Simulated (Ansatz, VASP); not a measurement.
**CuPd (Skaergaardite): VASP beside Ansatz**

One calculation is typed for both programs; each brings its own data sets. How far apart do they land? The cell is taken from a series of runs on this material, whose earlier steps may have relaxed, scaled, displaced or heated it; both programs get it as it stands.

Main program and level: Ansatz 0.2.0; plane waves, with VASP 6.6.1 beside it; zone-centre phonons at PBEsol.

### 1. Starting point

Symmetry: Pm-3m, No. 221, cubic system. The conventional cell has a = 2.961 Å, b = 2.961 Å, c = 2.961 Å, α = 90.00°, β = 90.00°, γ = 90.00°. Cu has 8 Pd at 2.56 Å nearest. Nearest to Pd lie 8 Cu at 2.56 Å. Farther neighbours are not listed.

### 2. VASP: zone-centre phonons, PBEsol

Second derivatives magnify differences that forces hide, and they need a tight electronic threshold.

Lines of VASP's logs that name or quote its potential files are left out, and so is its time.

INCAR reads:

```
SYSTEM = CuPd
PREC = Accurate
ENCUT = 600
EDIFF = 1E-08
NELM = 120
ISMEAR = 1
SIGMA = 0.2
LREAL = .FALSE.
ALGO = Normal
GGA = PS
NBANDS = 16
LASPH = .TRUE.
LORBIT = 11
LWAVE = .FALSE.
LCHARG = .FALSE.
ISIF = 2
IBRION = 8
GGA_COMPAT = .FALSE.
KPAR = 2
```

POSCAR reads:

```
CuPd
1.0
    2.9612935325      0.0000000000      0.0000000000
    0.0000000000      2.9612935325      0.0000000000
    0.0000000000      0.0000000000      2.9612935325
Cu Pd
1 1
Direct
    0.0000000000      0.0000000000      0.0000000000
    0.5000000000      0.5000000000      0.5000000000
```

KPOINTS reads:

```
Automatic mesh
0
Gamma
16 16 16
0 0 0
```

PAW data sets: Cu and Pd (PBE family, release 64).

Launch:

```sh
> mpirun -np 2 vasp_std
```

Numbers of over 12 decimals in the logs are rounded to 6 here.

Log:

```text
[banner, memory and clock lines left out]
running    2 mpi-ranks, on    1 nodes
 distrk:  each k-point on    1 cores,    2 groups
 distr:  one band on    1 cores,    1 groups

 POSCAR found type information on POSCAR CuPd
 POSCAR found :  2 types and       2 ions
|                                                                             |
|               ----> ADVICE to this user running VASP <----                  |
|                                                                             |
|     You enforced a specific xc type in the INCAR file but a different       |
|     [... a line on the potential file left out ...]
|     I HOPE YOU KNOW WHAT YOU ARE DOING!                                     |
|                                                                             |

 LDA part: xc-table for (Slater+PW92), standard interpolation
 POSCAR, INCAR and KPOINTS ok, starting setup
 FFT: planning ... GRIDC
 FFT: planning ... GRID_SOFT
 FFT: planning ... GRID
 WAVECAR not read
 entering main loop
       N       E                     dE             d eps       ncg     rms          rms(c)
DAV:   1     0.118162846543E+03    0.11816E+03   -0.11559E+04  5624   0.210E+03
DAV:   2    -0.850309061763E+01   -0.12667E+03   -0.11989E+03  5392   0.320E+02
DAV:   3    -0.120431164098E+02   -0.35400E+01   -0.34799E+01  6464   0.630E+01
DAV:   4    -0.120934518849E+02   -0.50335E-01   -0.50318E-01  6160   0.594E+00
DAV:   5    -0.120957168145E+02   -0.22649E-02   -0.22649E-02  8072   0.138E+00    0.138E+01
DAV:   6    -0.130399766922E+02   -0.94426E+00   -0.28302E+01  5296   0.189E+02    0.104E+01
DAV:   7    -0.105276729313E+02    0.25123E+01   -0.61349E+00  6616   0.103E+02    0.248E+00
DAV:   8    -0.105010578977E+02    0.26615E-01   -0.36846E-01  7064   0.107E+01    0.176E+00
DAV:   9    -0.104931668501E+02    0.78910E-02   -0.68399E-03  7024   0.104E+00    0.378E-01
DAV:  10    -0.104916906850E+02    0.14762E-02   -0.98147E-03  6032   0.470E+00    0.125E-01
DAV:  11    -0.104915400838E+02    0.15060E-03   -0.59690E-04  8152   0.803E-01    0.530E-02
DAV:  12    -0.104915014672E+02    0.38617E-04   -0.78540E-05  6920   0.418E-01    0.125E-02
DAV:  13    -0.104915002793E+02    0.11879E-05   -0.12663E-05  8400   0.876E-02    0.319E-03
DAV:  14    -0.104915002982E+02   -0.18948E-07   -0.15163E-07  7720   0.749E-03    0.289E-03
DAV:  15    -0.104915001089E+02    0.18928E-06   -0.38895E-07  5928   0.295E-02    0.407E-04
DAV:  16    -0.104915001197E+02   -0.10822E-07   -0.10631E-08  3648   0.287E-03    0.200E-04
DAV:  17    -0.104915001162E+02    0.35529E-08   -0.49646E-09  3216   0.809E-04
   1 F= -.10491500E+02 E0= -.10493747E+02  d E =0.673936E-02
 Linear response reoptimize wavefunctions to high precision
DAV:   1    -0.104915001168E+02   -0.63255E-09   -0.26021E-09  3824   0.199E-03
DAV:   2    -0.104915001169E+02   -0.52751E-10   -0.45020E-10  3096   0.211E-04
 Linear response DOF=           2
 Linear response progress:
  Degree of freedom:   1/  2
       N       E                     dE             d eps       ncg     rms          rms(c)
RMM:   1    -0.240069240447E+00   -0.24007E+00   -0.11034E-01 17727   0.455E+00
RMM:   2    -0.238318752218E+00    0.17505E-02   -0.88276E-03 17293   0.160E+00    0.113E-01
RMM:   3    -0.238583013630E+00   -0.26426E-03   -0.10948E-03 20629   0.323E-01    0.741E-02
RMM:   4    -0.238818338217E+00   -0.23532E-03   -0.34016E-04 20745   0.159E-01    0.160E-02
RMM:   5    -0.238740348709E+00    0.77990E-04   -0.28633E-05 20527   0.416E-02    0.599E-03
RMM:   6    -0.238754519745E+00   -0.14171E-04   -0.17094E-06 18926   0.115E-02    0.296E-03
RMM:   7    -0.238755907289E+00   -0.13875E-05   -0.11801E-07 18281   0.838E-03    0.131E-03
RMM:   8    -0.238747902064E+00    0.80052E-05   -0.24006E-07 22048   0.344E-03    0.391E-04
RMM:   9    -0.238746080105E+00    0.18220E-05   -0.32953E-08 22882   0.955E-04    0.202E-04
RMM:  10    -0.238745064453E+00    0.10157E-05   -0.14552E-08 23057   0.329E-04    0.127E-04
RMM:  11    -0.238743468610E+00    0.15958E-05   -0.63944E-09 22462   0.177E-04    0.157E-05
RMM:  12    -0.238743360086E+00    0.10852E-06    0.17572E-10 23396   0.885E-05    0.697E-06
RMM:  13    -0.238743429970E+00   -0.69884E-07   -0.49268E-10 23336   0.442E-05    0.260E-06
RMM:  14    -0.238743398203E+00    0.31766E-07   -0.12816E-09 23860   0.299E-05    0.168E-06
RMM:  15    -0.238743403795E+00   -0.55917E-08   -0.17612E-09 23175   0.249E-05    0.513E-07
 first order change of Fermi-energy   0.10898E-04
 force on displaced ion       1 direction 1 :  -7.336   0.000  -0.000
 Linear response progress:
  Degree of freedom:   2/  2
       N       E                     dE             d eps       ncg     rms          rms(c)
RMM:   1    -0.249322700518E+00   -0.24932E+00   -0.22694E-01 22110   0.415E+00
RMM:   2    -0.248995159731E+00    0.32754E-03   -0.11726E-02 19311   0.153E+00    0.658E-02
RMM:   3    -0.249908640357E+00   -0.91348E-03   -0.52208E-03 22448   0.514E-01    0.544E-02
RMM:   4    -0.250038100571E+00   -0.12946E-03   -0.36338E-04 22127   0.141E-01    0.476E-02
RMM:   5    -0.250574200732E+00   -0.53610E-03   -0.51242E-04 21620   0.152E-01    0.332E-02
RMM:   6    -0.250406787218E+00    0.16741E-03   -0.38868E-05 21165   0.502E-02    0.163E-02
RMM:   7    -0.250315237411E+00    0.91550E-04   -0.13121E-05 22227   0.284E-02    0.539E-03
RMM:   8    -0.250291080195E+00    0.24157E-04   -0.26989E-06 24163   0.122E-02    0.182E-03
RMM:   9    -0.250269142845E+00    0.21937E-04   -0.10882E-06 23470   0.714E-03    0.164E-03
RMM:  10    -0.250280471019E+00   -0.11328E-04   -0.19556E-07 21894   0.320E-03    0.319E-04
RMM:  11    -0.250282112321E+00   -0.16413E-05   -0.17295E-08 23073   0.978E-04    0.129E-04
RMM:  12    -0.250283107994E+00   -0.99567E-06   -0.11151E-08 23512   0.342E-04    0.298E-05
RMM:  13    -0.250283433857E+00   -0.32586E-06   -0.67867E-09 23286   0.146E-04    0.119E-05
RMM:  14    -0.250283634519E+00   -0.20066E-06   -0.89121E-09 23845   0.107E-04    0.175E-05
RMM:  15    -0.250283511152E+00    0.12337E-06   -0.80080E-09 22667   0.665E-05    0.733E-06
RMM:  16    -0.250283420994E+00    0.90158E-07   -0.80382E-09 23667   0.561E-05    0.602E-07
RMM:  17    -0.250283417970E+00    0.30238E-08   -0.79585E-09 23319   0.453E-05    0.648E-07
 first order change of Fermi-energy   0.27356E-03
 force on displaced ion       2 direction 1 :  -7.286  -0.000  -0.000
 Linear response finished
```

OUTCAR, selected parts (step 2):

```text
ion  position               nearest neighbor table
   1  0.000  0.000  0.000-   2 2.56   2 2.56   2 2.56   2 2.56   2 2.56   2 2.56   2 2.56   2 2.56

  LATTYP: Found a simple cubic cell.
 ALAT       =     2.9612935325

 Subroutine GETGRP returns: Found 48 space group operations
 (whereof 48 operations were pure point group operations)

The static configuration has the point symmetry O_h .

 Found    165 irreducible k-points:

   k-points           NKPTS =    165   k-points in BZ     NKDIM =    165   number of bands    NBANDS=     16

   dimension x,y,z NGX =    24 NGY =   24 NGZ =   24
   dimension x,y,z NGXF=    48 NGYF=   48 NGZF=   48

   ENCUT  =  600.0 eV  44.10 Ry    6.64 a.u.   5.91  5.91  5.91*2*pi/ulx,y,z

   NELECT =      21.0000    total number of electrons

 k-points in reciprocal lattice and weights: Automatic mesh
   0.00000000  0.00000000  0.00000000       0.000
   0.06250000  0.00000000  0.00000000       0.001
   0.12500000  0.00000000  0.00000000       0.001
   0.18750000  0.00000000  0.00000000       0.001
   0.25000000  0.00000000  0.00000000       0.001
   0.31250000  0.00000000  0.00000000       0.001
   0.37500000  0.00000000  0.00000000       0.001
   0.43750000  0.00000000  0.00000000       0.001
   0.50000000  0.00000000  0.00000000       0.001
[...]
0.50000000  0.50000000  0.43750000       0.001
   0.50000000  0.50000000  0.50000000       0.000

 average (electrostatic) potential at core
       1 -61.6394       2 -71.2678

  Total        0.0334226      0.0334226      0.0334226      0.0000000      0.0000000     -0.0000000
  in kB        2.0620875      2.0620875      2.0620875      0.0000000      0.0000000     -0.0000000
  external PRESSURE =       2.0620875 kB  Pullay stress =       0.0000000 kB

  energy-cutoff  :      600.00
  volume of cell :       25.97
      direct lattice vectors                 reciprocal lattice vectors
     2.961293533  0.000000000  0.000000000     0.337690266  0.000000000  0.000000000
     0.000000000  2.961293533  0.000000000     0.000000000  0.337690266  0.000000000
     0.000000000  0.000000000  2.961293533     0.000000000  0.000000000  0.337690266

 POSITION                                       TOTAL-FORCE (eV/Angst)
 -----------------------------------------------------------------------------------
      0.00000      0.00000      0.00000         0.000000      0.000000      0.000000
      1.48065      1.48065      1.48065         0.000000      0.000000      0.000000
 -----------------------------------------------------------------------------------
    total drift:                                0.000000      0.000000     -0.000000

 Eigenvectors and eigenvalues of the dynamical matrix
 ----------------------------------------------------

   1 f  =    6.704471 THz    42.125433 2PiTHz  223.637079 cm-1    27.727452 meV
             X         Y         Z           dx          dy          dz
      0.000000  0.000000  0.000000     0.792294    0.000000   -0.000000
      1.480647  1.480647  1.480647    -0.610140   -0.000000    0.000000

   2 f  =    6.704471 THz    42.125433 2PiTHz  223.637079 cm-1    27.727452 meV
             X         Y         Z           dx          dy          dz
      0.000000  0.000000  0.000000    -0.000000    0.792294    0.000000
      1.480647  1.480647  1.480647    -0.000000   -0.610140    0.000000

   3 f  =    6.704471 THz    42.125433 2PiTHz  223.637079 cm-1    27.727452 meV
             X         Y         Z           dx          dy          dz
      0.000000  0.000000  0.000000     0.000000   -0.000000    0.792294
      1.480647  1.480647  1.480647     0.000000    0.000000   -0.610140

   4 f/i=    0.011120 THz     0.069868 2PiTHz    0.370920 cm-1     0.045988 meV
             X         Y         Z           dx          dy          dz
      0.000000  0.000000  0.000000    -0.000000    0.610140    0.000000
      1.480647  1.480647  1.480647    -0.000000    0.792294    0.000000

   5 f/i=    0.011120 THz     0.069868 2PiTHz    0.370920 cm-1     0.045988 meV
             X         Y         Z           dx          dy          dz
      0.000000  0.000000  0.000000    -0.000000    0.000000   -0.610140
      1.480647  1.480647  1.480647    -0.000000    0.000000   -0.792294

   6 f/i=    0.011120 THz     0.069868 2PiTHz    0.370920 cm-1     0.045988 meV
             X         Y         Z           dx          dy          dz
      0.000000  0.000000  0.000000    -0.610140   -0.000000    0.000000
      1.480647  1.480647  1.480647    -0.792294    0.000000    0.000000

 ELASTIC MODULI CONTR FROM IONIC RELAXATION (kBar)
 Direction    XX          YY          ZZ          XY          YZ          ZX
 --------------------------------------------------------------------------------
 XX           0.0000      0.0000      0.0000      0.0000      0.0000      0.0000
 YY           0.0000      0.0000      0.0000      0.0000      0.0000      0.0000
 ZZ           0.0000      0.0000      0.0000      0.0000      0.0000      0.0000
 XY           0.0000      0.0000      0.0000      0.0000      0.0000      0.0000
 YZ           0.0000      0.0000      0.0000      0.0000      0.0000      0.0000
 ZX           0.0000      0.0000      0.0000      0.0000      0.0000      0.0000
 --------------------------------------------------------------------------------
```

This run has no spin polarisation. Its electron count is odd, so without a moment it is a metal by construction.

### 3. Ansatz: zone-centre phonons, PBEsol

Ansatz runs on its default PAW (the set named soft_2) files.

The same cell, functional, mesh and smearing now go to Ansatz, which takes its cutoff from its data sets.

input.yaml reads:

```yaml
crystal:
  lattice:
    - [2.9612935325, 0.0, 0.0]
    - [0.0, 2.9612935325, 0.0]
    - [0.0, 0.0, 2.9612935325]
  atoms:
    - { symbol: Cu, position: [0.0, 0.0, 0.0] }
    - { symbol: Pd, position: [0.5, 0.5, 0.5] }
kpoints:
  mp_grid: { grid: [16, 16, 16] }
hamiltonian:
  xc: pbesol
scf:
  occupations: { method: methfessel_paxton, width: 0.2 }
output:
  eigenvalues: true
phonons:
  method: dfpt
```

Launch:

```sh
> ansatz run input.yaml --threads 4 --pin off --max-ram 7168MiB --backend cpu --events-out ev --progress --plain --runs-dir out
```

Log:

```text
Engine: ansatz 0.2.0, aarch64-unknown-linux-gnu
Pseudopotentials: kind: paw
Pseudopotential: Cu, paw, valence charge 19, recommended cutoff 420 eV (normal), Cu.paw.azcp
Pseudopotential: Pd, paw, valence charge 18, recommended cutoff 420 eV (normal), Pd.paw.azcp
Functional definition: PBEsol
  exchange = pbesol_x
  correlation = pbesol_c
Crystal: 2 atoms, lattice volume = 25.968 Å³
Basis set: ecut = 420 eV, 485 PW (Γ), exchange–correlation on 40×40×40 points (8 copies of the dense FFT grid, shifted against one another)
Bands: 23, of which v1, the nominal top of the filled ones, is band 19 counted from 1 (18 counted from 0)
Symmetry: 48 space group operations
k-points: 405 of 4096 (irreducible under 8 space group operations, time reversal used)
Non-local potential: Cu, projectors of the file, l = 0: 3, l = 1: 2, l = 2: 3, l = 3: 1
Non-local potential: Pd, projectors of the file, l = 0: 2, l = 1: 2, l = 2: 2, l = 3: 1
PAW form: soft (Blöchl's): semilocal exchange-correlation on the pseudo side does not see the compensation charge
PAW frozen core: Cu, regenerated for the run's functional, and the local potential with it (the file was generated under x = pbe(κ = 0.804, μ = 0.219515), c = pbe(β = 0.066725))
PAW frozen core: Pd, regenerated for the run's functional, and the local potential with it (the file was generated under x = pbe(κ = 0.804, μ = 0.219515), c = pbe(β = 0.066725))
PAW one-centre angular grid: Cu, 590 points (default); XC on 64 Gauss nodes
PAW one-centre angular grid: Pd, 590 points (default); XC on 64 Gauss nodes
Initial density: superposition of atomic densities (neutral atoms: chi_scale 0, normalization atom), corrected by the library's trained network
Initial wavefunctions: pseudopotential atomic-orbital guess
Functional: x = pbesol(κ = 0.804, μ = 0.123457), c = pbesol(β = 0.046)
SCF iter   1: F=—  HF=-13495.643376 eV  |F-HF|=—  |Δ(HF+E_count)|=         —  Δρ=1.56e-2  dr2=3.63e-2  ethr=1.77e-3  ⟨swp⟩=5.0  Hψ=37675  notcnv=0
preconditioner: auto → none  [metal: Δε(μ)=0.019 eV  Ē_g=10.761 eV  σ=0.200 eV  W_gap=0.08  n_scr=6 (ndim 8)  ℏωp=33.4 eV  f_vac=0.000  D(μ)=1.68/eV (n_scr^D=18)  sad-step TF]
SCF iter   2: F=—  HF=-13495.636590 eV  |F-HF|=—  |Δ(HF+E_count)|=   6.79e-3  S|Δr|=    0.00e0  Δρ=4.82e-3  dr2=4.23e-3  ethr=9.80e-5  ⟨swp⟩=2.4  Hψ=17149  notcnv=0
SCF iter   3: F=—  HF=-13495.635698 eV  |F-HF|=—  |Δ(HF+E_count)|=   8.92e-4  S|Δr|=    0.00e0  Δρ=8.79e-4  dr2=9.65e-5  ethr=1.14e-5  ⟨swp⟩=2.7  Hψ=14406  notcnv=0
SCF iter   4: F=—  HF=-13495.635673 eV  |F-HF|=—  |Δ(HF+E_count)|=   2.50e-5  S|Δr|=    0.00e0  Δρ=1.68e-4  dr2=4.83e-6  ethr=2.61e-7  ⟨swp⟩=1.3  Hψ=9954  notcnv=0
SCF iter   5: F=—  HF=-13495.635670 eV  |F-HF|=—  |Δ(HF+E_count)|=   2.63e-6  S|Δr|=    0.00e0  Δρ=2.95e-5  dr2=1.32e-7  ethr=1.30e-8  ⟨swp⟩=2.6  Hψ=13461  notcnv=0
SCF iter   6: F=—  HF=-13495.635668 eV  |F-HF|=—  |Δ(HF+E_count)|=   2.45e-6  S|Δr|=    0.00e0  Δρ=1.54e-6  dr2=1.71e-10  ethr=3.57e-10  ⟨swp⟩=2.4  Hψ=13886  notcnv=0
SCF iter   7: F=-13495.635668 eV  HF=-13495.635668 eV  |F-HF|=5.46e-12  |Δ(HF+E_count)|=  4.00e-11  S|Δr|=    0.00e0  Δρ=9.15e-8  dr2=3.85e-13  ethr=1.00e-12  ⟨swp⟩=6.4  Hψ=43933  notcnv=0
SCF 1 converged in 7 iterations: F = -13495.635668 eV  dr2 = 3.85e-13
  greatest PAW one-centre occupation: 1.000 electrons in one spin orbital (limit 2), on the Cu atom at site 0 (counted from 0), in its partial waves of l = 0
DFPT response loops at Γ: preconditioner auto → Kerker (q_TF=auto, 2.894 Å⁻¹) (partly filled bands, converged f_vac=0.000); β = 1.00, the filter's whole step (`scf.mixing.beta` (0.50) is not read by the response loops under this deck's `scf.mixing.preconditioner`; to damp them name `kerker` or `kerker_dos`, under which they read `scf.mixing.beta`, and type it under 1.00, their step now; both keys bind the ground state too); Broyden in place of MSR1
SCF converged after 7 iterations
Stability not checked: this state was not tested for a lower state beside it, because cold or Methfessel-Paxton smearing, or corrected tetrahedra, fill the levels in a way that the test cannot read (fill_not_monotonic; see scf.lower_state_search)
Free energy (F): -13495.635668 eV
Harris-Foulkes:  -13495.635668 eV  (|F-HF|=5.46e-12)
Internal energy: -13495.642187 eV  (E = F + TS)
E sigma→0 (E₀):  -13495.637297 eV
Entropy (-TS):   0.006519 eV (3.260 meV/atom)
Fermi energy:    18.417646 eV
--- Per-component energies (eV) ---
  E_band       = -469.445506
  E_kinetic    = 815.068368
  E_local      = -5801.560140  (includes V_loc(G=0)·N_el)
  E_nonlocal   = 612.396407
  E_hartree    = 2506.463156
  E_xc         = -257.054248
  E_vxc        = -327.029194  (∫ρ·V_xc dr)
  E_paw        = -5312.462938  (= ΣΔE_a)
  E_vpaw       = -781.247819  (= ΣTr[D̂ρ^β])
  E_aug_tail   = 0.000567  (compensation charges beyond the density's cutoff)
  E_ewald      = -6059.002085
  E_core_change = 0.508726  (= ΣΔE_core)
  E_smearing   = 0.006519  (= −TS)
  E_closure    = -0.000000  (closes the sum)
  Σ components = -13495.635668   (vs F -13495.635668, Δ=0.00e0)
--- Band table (eV; the first three rows and the last of 405) ---
  k-point 0: bands = [... 15 lower, 17.3177, 18.3336, 18.3336, 18.3336, 27.4343, 27.4343, 27.4343, 34.6728]
  k-point 1: bands = [... 15 lower, 17.3307, 18.2585, 18.2585, 18.3109, 26.9521, 27.5956, 27.5956, 34.6101]
  k-point 2: bands = [... 15 lower, 17.3688, 18.0519, 18.0519, 18.2439, 25.8096, 28.0594, 28.0594, 34.4319]
  k-point 404: bands = [... 15 lower, 17.1884, 18.2680, 18.2680, 24.9020, 26.4680, 26.4680, 26.4680, 27.9160]
--- Phonons (Γ-DFPT): 2 representative perturbations + reference, on 405 of 4096 k-points (Σ response iterations 8) ---
  k mesh reduced under 8 symmetry operations, with k and −k counted as one. Each operation leaves every solved perturbation unchanged. A smaller set is not used because it would not reduce the number of displacements times k-points to solve
  ASR residual: 4.594e-5 → 0.000e0 eV/Å²; symmetrization residual: 7.962e-6 eV/Å²
  ASR residual per site (eV/Å²): 1.27e-5 4.59e-5
  Γ frequencies (cm⁻¹): 0.00 0.00 0.00 223.44 223.44 223.44
  non-analytic LO–TO correction: not included (Born effective charges unavailable; polar crystals: no LO–TO splitting at Γ)
```

The column dr2 measures how far the density is from self-consistency, as an energy; F and HF (Harris–Foulkes) agree once it is small.

### 4. Side by side

Known differences besides the potentials themselves: the data sets hold 37 valence electrons in Ansatz (on its default PAW (the set named soft_2) files) and 21 in VASP; the cutoff is 420 eV in Ansatz and 600 eV in VASP; Ansatz makes its cores anew for this functional, VASP keeps those of its PBE data sets. Total energies have different zeros and are not compared.

Compared:

```csv
quantity,Ansatz,VASP,difference
optical mode 1 to 3 (cm⁻¹),223.4,223.6,-0.09 %
```

Modes are paired by rising frequency, not by their patterns, so a pair may set unlike modes beside each other; they are those without the splitting of longitudinal modes.

### 5. What came out

```json
{
  "r.m.s. difference of the optical zone-centre modes, each program's sorted by frequency (zone-centre phonons, PBEsol)": "0.20 cm⁻¹"
}
```

What this shows: The r.m.s. difference of the optical zone-centre modes, each program's sorted by frequency is 0.20 cm⁻¹ (zone-centre phonons, PBEsol). The data sets hold unlike numbers of valence electrons (37 in Ansatz and 21 in VASP), so part of the differences comes from the potentials. Such differences can come from data sets, numerical settings and the points named under the comparisons, not from the functional's error against experiment.

[Lines on the potential files, build, host, timing and source positions are cut from VASP's logs without a mark.]

[Logs are printed without paths, hosts, clocks, repeated set-up lines and the standing remarks that a program may print on its own settings, such as how far it seeks lower states.]

[Hosts, paths, dates, database ids (printed as entryN), source tags and the programs' standing remarks are cut or masked in the printed files.]
